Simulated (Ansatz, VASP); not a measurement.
# Cross-check of AlPt3N between VASP and Ansatz, part 2 of 2

One calculation is typed for both programs; each brings its own data sets. How far apart do they land? The cell is generated by rule, not measured, and may not be a known phase. Of the first pair: The two relaxations start from unlike cells of this crystal (the structure described is Ansatz's start), so only their ends are compared.

VASP 6.6.1 and Ansatz 0.2.0.

So far: Starting point; Ansatz: relaxation of cell and atoms, RPBE, pair 1; VASP: relaxation of cell and atoms, RPBE, pair 1.

## Step 4: Differences

Known differences besides the potentials themselves: the data sets hold 62 valence electrons in Ansatz (on its default PAW (the set named soft_2) files) and 38 in VASP; the cutoff is 420 eV in Ansatz and 600 eV in VASP; Ansatz makes its cores anew for this functional, VASP keeps those of its PBE data sets; Ansatz adds a Pulay correction to the stress that steers its cell, VASP none. Total energies have different zeros and are not compared.

The two programs side by side:

| quantity | Ansatz | VASP | difference |
| --- | --- | --- | --- |
| volume (Å³) | 74.62 | 74.60 | +0.03 % |
| edge a after relaxation, in the typed setting (Å) | 4.210 | 4.210 | +0.01 % |

## Step 5: VASP: relaxation of cell and atoms, RPBE, pair 2

The relaxed volume is the usual yardstick between codes: in a stiff, nearly cubic crystal its relative difference is about their pressure difference at one cell divided by the bulk modulus. Its start cell is another than that of the pair before, and may be another structure of the material.

Contents of INCAR:

```
SYSTEM = AlPt3N
PREC = Accurate
ENCUT = 600
EDIFF = 1E-07
NELM = 120
ISMEAR = 1
SIGMA = 0.2
LREAL = .FALSE.
ALGO = Normal
GGA = RP
NBANDS = 25
LASPH = .TRUE.
LORBIT = 11
LWAVE = .FALSE.
LCHARG = .FALSE.
ISIF = 3
IBRION = 2
NSW = 80
EDIFFG = -0.005
GGA_COMPAT = .FALSE.
NELMIN = 4
KPAR = 2
```

Contents of POSCAR:

```
AlPt3N
1.0
    3.7731110000      0.0000000000      0.0000000000
    0.0000000000      3.7731110000      0.0000000000
    0.0000000000      0.0000000000      5.4996320000
Al Pt N
1 3 1
Direct
    0.0000000000      0.0000000000      0.9187456543
    0.5000000000      0.0000000000      0.5812934393
    0.5000000000      0.5000000000      0.9938148589
    0.0000000000      0.5000000000      0.5812934393
    0.5000000000      0.5000000000      0.3685415679
```

Contents of KPOINTS:

```
Automatic mesh
0
Gamma
10 10 8
0 0 0
```

PAW data sets: Al, Pt and N (PBE family, release 64).

Started as:

```
$ mpirun -np 2 vasp_std
```

Numbers of over 12 decimals in the logs are rounded to 6 here.

Output:

```text
[banner, memory and clock lines left out]
running    2 mpi-ranks, on    1 nodes
[...]
[... a notice as in an earlier step ...]

 LDA part: xc-table for (Slater+PW92), standard interpolation
 POSCAR, INCAR and KPOINTS ok, starting setup
[...]
entering main loop
       N       E                     dE             d eps       ncg     rms          rms(c)
DAV:   1     0.231326515882E+03    0.23133E+03   -0.20278E+04  5250   0.158E+03
DAV:   2    -0.180792694286E+02   -0.24941E+03   -0.23958E+03  6122   0.309E+02
DAV:   3    -0.295836949463E+02   -0.11504E+02   -0.11280E+02  6332   0.662E+01
DAV:   4    -0.297586439423E+02   -0.17495E+00   -0.17446E+00  5936   0.868E+00
[...]
DAV:  14    -0.273207175892E+02   -0.10224E-05   -0.61967E-06  6202   0.190E-02    0.611E-03
DAV:  15    -0.273207194191E+02   -0.18300E-05   -0.32445E-06  5530   0.110E-02    0.185E-03
DAV:  16    -0.273207194011E+02    0.18051E-07   -0.10139E-07  4723   0.212E-03
   1 F= -.27320719E+02 E0= -.27320328E+02  d E =-.273207E+02
[... from here on, the cycles between the ionic steps are left out ...]
   2 F= -.27320693E+02 E0= -.27320282E+02  d E =0.262207E-04
   3 F= -.27320879E+02 E0= -.27320478E+02  d E =-.159709E-03
   4 F= -.27320879E+02 E0= -.27320478E+02  d E =-.159686E-03
   5 F= -.27320924E+02 E0= -.27320512E+02  d E =-.453362E-04
   6 F= -.27320928E+02 E0= -.27320511E+02  d E =-.489313E-04
   7 F= -.27320947E+02 E0= -.27320537E+02  d E =-.192022E-04
   8 F= -.27320958E+02 E0= -.27320557E+02  d E =-.299655E-04
   9 F= -.27320962E+02 E0= -.27320563E+02  d E =-.370600E-05
 trial-energy change:   -0.000004  1 .order   -0.000004   -0.000007   -0.000001
 step:   1.5435(harm=  1.5435)  dis= 0.00048  next Energy=   -27.320962 (dE=-0.405E-05)
 reached required accuracy - stopping structural energy minimisation
```

Parts of OUTCAR (step 5):

```text
  Total       -0.0052789     -0.0052789      0.0015972      0.0000000      0.0000000      0.0000000
  in kB       -0.1082193     -0.1082193      0.0327434      0.0000000      0.0000000      0.0000000
  external PRESSURE =      -0.0612317 kB  Pullay stress =       0.0000000 kB

 POSITION                                       TOTAL-FORCE (eV/Angst)
 -----------------------------------------------------------------------------------
      3.77043      3.77043      5.05453         0.000000      0.000000      0.001423
      1.88521      0.00000      3.19659         0.000000     -0.000000     -0.001464
      1.88521      1.88521      5.45899         0.000000      0.000000      0.000730
      0.00000      1.88521      3.19659         0.000000     -0.000000     -0.001464
      1.88521      1.88521      2.02501         0.000000      0.000000      0.000776
 -----------------------------------------------------------------------------------
    total drift:                                0.000000      0.000000     -0.000626

  FREE ENERGIE OF THE ION-ELECTRON SYSTEM (eV)
  ---------------------------------------------------
  free  energy   TOTEN  =       -27.3209616897 eV

  energy  without entropy=      -27.3197652402  energy(sigma->0) =      -27.32056287

[... 1 part as in an earlier step ...]

[... 3 further parts left out ...]
[key lines of the parts left out:]
E-fermi :   8.4989
```

The run keeps the 8 symmetry operations of its start, so it cannot find a distortion of lower symmetry.

## Step 6: Ansatz: relaxation of cell and atoms, RPBE, pair 2

The same cell, functional, mesh and smearing now go to Ansatz, which takes its cutoff from its data sets.

The cell is taken from a series of runs on this material, whose earlier steps may have relaxed, scaled, displaced or heated it; both programs get it as it stands.

Contents of input.yaml:

```yaml
crystal:
  lattice:
    - [3.7731108543, 0.0, 0.0]
    - [0.0, 3.7731108543, 0.0]
    - [0.0, 0.0, 5.4996320373]
  atoms:
    - { symbol: Al, position: [0.0, 0.0, 0.9187456756] }
    - { symbol: Pt, position: [0.5, 0.0, 0.5812934614] }
    - { symbol: Pt, position: [0.5, 0.5, 0.9938148236] }
    - { symbol: Pt, position: [0.0, 0.5, 0.5812934614] }
    - { symbol: "N", position: [0.5, 0.5, 0.368541519] }
kpoints:
  mp_grid: { grid: [10, 10, 8] }
hamiltonian:
  xc: rpbe
scf:
  occupations: { method: methfessel_paxton, width: 0.2 }
output:
  forces: true
  stress: true
  eigenvalues: true
relax:
  adjacent_minimum: "off"
  f_tol: 0.001
  max_steps: 60
  cell: { stress_tol: 0.01 }
```

Started as:

```
$ ansatz run input.yaml --threads 8 --pin off --max-ram 14336MiB --backend cpu --events-out ev --progress --plain --runs-dir out
```

Output:

```text
[...]
Crystal: 5 atoms, lattice volume = 78.295 Å³
Basis set: ecut = 420 eV, 1507 PW (Γ), exchange–correlation on 54×54×80 points (8 copies of the dense FFT grid, shifted against one another)
Bands: 38, of which v1, the nominal top of the filled ones, is band 31 counted from 1 (30 counted from 0)
Symmetry: 8 space group operations
[...]
k-points: 105 of 800 (time reversal used)
[...]
--- Relaxed structure (5 steps of the walk, 5 accepted, 1 SCFs on fresh bases) ---
[...]
cell:  # Å, volume = 78.2704 Å³
    - [3.772649, 0.0, 0]
    - [0.0, 3.772649, 0.0]
    - [0, 0.0, 5.499265]
  atoms:
    - { symbol: Al, position: [0, 0.0, 0.919340] }
    - { symbol: Pt, position: [0.5, 0.0, 0.581297] }
    - { symbol: Pt, position: [0.5, 0.5, 0.993385] }
    - { symbol: Pt, position: [0, 0.5, 0.581297] }
    - { symbol: N, position: [0.5, 0.5, 0.368369] }
[key lines of the parts left out:]
SCF converged after 6 iterations
Free energy (F): -38535.763036 eV
Fermi energy:    15.762996 eV
P = ⅓ Tr σ = -0.0005 GPa (-0.005 kbar)
```

## Step 7: Side by side

What differs besides the data sets and the points named for the pairs above, as far as they apply: the data sets hold 62 valence electrons in Ansatz (on its default PAW (the set named soft_2) files) and 38 in VASP. Total energies have different zeros and are not compared.

Compared:

| quantity | Ansatz | VASP | difference |
| --- | --- | --- | --- |
| volume (Å³) | 78.27 | 78.15 | +0.15 % |
| edge a after relaxation, in the typed setting (Å) | 3.773 | 3.770 | +0.06 % |
| edge c after relaxation, in the typed setting (Å) | 5.499 | 5.497 | +0.03 % |

## Step 8: Ansatz: relaxation of cell and atoms, RPBE, pair 3

The relaxed volume is the usual yardstick between codes: in a stiff, nearly cubic crystal its relative difference is about their pressure difference at one cell divided by the bulk modulus. Its start cell is another than that of the pair before, and may be another structure of the material.

The cell is taken from a series of runs on this material, whose earlier steps may have relaxed, scaled, displaced or heated it; both programs get it as it stands.

input.yaml, the sections that differ from step 6:

```yaml
crystal:
  lattice:
    - [3.8765652698, 0.0, 0.0]
    - [0.0, 2.7389008924, 5.1776558692]
    - [0.0, -2.7389008924, 5.1776558692]
  atoms:
    - { symbol: Al, position: [0.0, 0.7527241204, 0.7527241204] }
    - { symbol: Pt, position: [0.5, 0.6140256515, 0.090452075] }
    - { symbol: Pt, position: [0.5, 0.090452075, 0.6140256515] }
    - { symbol: Pt, position: [0.0, 0.5129077317, 0.5129077317] }
    - { symbol: "N", position: [0.5, 0.4900724896, 0.4900724896] }
kpoints:
  mp_grid: { grid: [10, 8, 8] }
# hamiltonian, scf, output, relax: as in step 6
```

Output:

```text
[...]
Crystal: 5 atoms, lattice volume = 109.948 Å³
Basis set: ecut = 420 eV, 2165 PW (Γ), exchange–correlation on 54×80×80 points (8 copies of the dense FFT grid, shifted against one another)
Bands: 38, of which v1, the nominal top of the filled ones, is band 31 counted from 1 (30 counted from 0)
Symmetry: 4 space group operations
[...]
cell:  # Å, volume = 109.9144 Å³
    - [3.876619, 0.0, 0.0]
    - [0.0, 2.737763, 5.178163]
    - [0.0, -2.737763, 5.178163]
  atoms:
    - { symbol: Al, position: [0, 0.752782, 0.752782] }
    - { symbol: Pt, position: [0.5, 0.613805, 0.090477] }
    - { symbol: Pt, position: [0.5, 0.090477, 0.613805] }
    - { symbol: Pt, position: [0, 0.513036, 0.513036] }
    - { symbol: N, position: [0.5, 0.490082, 0.490082] }
[key lines of the parts left out:]
SCF converged after 8 iterations
Free energy (F): -38535.670551 eV
Fermi energy:    9.179926 eV
P = ⅓ Tr σ = -0.0004 GPa (-0.004 kbar)
```

## Step 9: VASP: relaxation of cell and atoms, RPBE, pair 3

The same cell, functional, mesh and smearing now go to VASP, with its own data sets.

INCAR is that of step 5.

Contents of POSCAR:

```
AlPt3N
1.0
    3.8765650000      0.0000000000      0.0000000000
    0.0000000000      2.7389010000      5.1776560000
    0.0000000000     -2.7389010000      5.1776560000
Al Pt N
1 3 1
Direct
    0.0000000000      0.7527241091      0.7527241091
    0.5000000000      0.6140255848      0.0904520785
    0.5000000000      0.0904520785      0.6140255848
    0.0000000000      0.5129076748      0.5129076748
    0.5000000000      0.4900724382      0.4900724382
```

Contents of KPOINTS:

```
Automatic mesh
0
Gamma
10 8 8
0 0 0
```

Started as:

```
$ mpirun -np 2 vasp_std
```

Output:

```text
[... set-up lines as in an earlier step ...]
 entering main loop
       N       E                     dE             d eps       ncg     rms          rms(c)
DAV:   1     0.233056109213E+03    0.23306E+03   -0.19441E+04  6300   0.152E+03
DAV:   2    -0.155787116148E+02   -0.24863E+03   -0.23812E+03  7550   0.288E+02
DAV:   3    -0.291441927763E+02   -0.13565E+02   -0.13280E+02  7815   0.669E+01
DAV:   4    -0.294176278615E+02   -0.27344E+00   -0.27280E+00  7472   0.102E+01
[...]
DAV:  15    -0.272027076207E+02   -0.18485E-05   -0.27138E-06  7358   0.113E-02    0.177E-03
DAV:  16    -0.272027078878E+02   -0.26710E-06   -0.52787E-07  6370   0.596E-03    0.917E-04
DAV:  17    -0.272027079421E+02   -0.54332E-07   -0.10401E-07  5397   0.273E-03
   1 F= -.27202708E+02 E0= -.27202904E+02  d E =-.272027E+02
[... from here on, the cycles between the ionic steps are left out ...]
   2 F= -.27203015E+02 E0= -.27203222E+02  d E =-.306568E-03
   3 F= -.27203124E+02 E0= -.27203327E+02  d E =-.415942E-03
   4 F= -.27203151E+02 E0= -.27203358E+02  d E =-.269955E-04
   5 F= -.27203151E+02 E0= -.27203358E+02  d E =-.270402E-04
   6 F= -.27203159E+02 E0= -.27203366E+02  d E =-.832787E-05
   7 F= -.27203160E+02 E0= -.27203367E+02  d E =-.925523E-05
[...]
reached required accuracy - stopping structural energy minimisation
```

From OUTCAR (step 9):

```text
  Total        0.0013752     -0.0180310      0.0100971      0.0000000      0.0000000      0.0000000
  in kB        0.0200588     -0.2629950      0.1472729      0.0000000      0.0000000      0.0000000
  external PRESSURE =      -0.0318877 kB  Pullay stress =       0.0000000 kB

 POSITION                                       TOTAL-FORCE (eV/Angst)
 -----------------------------------------------------------------------------------
      0.00000      0.00000      7.79140         0.000000      0.000000      0.001703
      1.93771      1.43577      3.64452         0.000000     -0.002023     -0.001238
      1.93771     -1.43577      3.64452         0.000000      0.002023     -0.001238
      0.00000      0.00000      5.31120         0.000000      0.000000      0.000120
      1.93771      0.00000      5.07710         0.000000      0.000000      0.000653
 -----------------------------------------------------------------------------------
    total drift:                                0.000000      0.000000     -0.000004

  FREE ENERGIE OF THE ION-ELECTRON SYSTEM (eV)
  ---------------------------------------------------
  free  energy   TOTEN  =       -27.2031601791 eV

  energy  without entropy=      -27.2037806374  energy(sigma->0) =      -27.20336700

[... 1 part as in an earlier step ...]

[... 3 further parts left out ...]
[key lines of the parts left out:]
E-fermi :   3.9895
```

The run keeps the 4 symmetry operations of its start, so it cannot find a distortion of lower symmetry.

## Step 10: Comparison

What differs besides the data sets and the points named for the pairs above, as far as they apply: the data sets hold 62 valence electrons in Ansatz (on its default PAW (the set named soft_2) files) and 38 in VASP. Total energies have different zeros and are not compared.

Both answers:

| quantity | Ansatz | VASP | difference |
| --- | --- | --- | --- |
| volume (Å³) | 109.91 | 109.85 | +0.06 % |
| edge a after relaxation, in the typed setting (Å) | 3.877 | 3.875 | +0.03 % |
| edge b after relaxation, in the typed setting (Å) | 5.857 | 5.856 | +0.03 % |

## Step 11: What came out

```
difference in volume (relaxation of cell and atoms, RPBE, pair 1) : 0.029 %
difference in volume (relaxation of cell and atoms, RPBE, pair 2) : 0.15 %
difference in volume (relaxation of cell and atoms, RPBE, pair 3) : 0.062 %
```

In words: The difference in volume is 0.15 % (relaxation of cell and atoms, RPBE, pair 2), within the 1.2 % picked in this series as the mark of a large difference, as far as the stopping tolerances let one tell. The data sets hold unlike numbers of valence electrons (62 in Ansatz and 38 in VASP), so part of the differences comes from the potentials. 4 further runs of this series are not shown here. How closely two codes agree says nothing of how well the functional describes the real material.

[Lines on the potential files, build, host, timing and source positions are cut from VASP's logs without a mark.]

[Logs are printed without paths, hosts, clocks, repeated set-up lines and the standing remarks that a program may print on its own settings, such as how far it seeks lower states.]

[Hosts, paths, dates, database ids (printed as entryN), source tags and the programs' standing remarks are cut or masked in the printed files.]
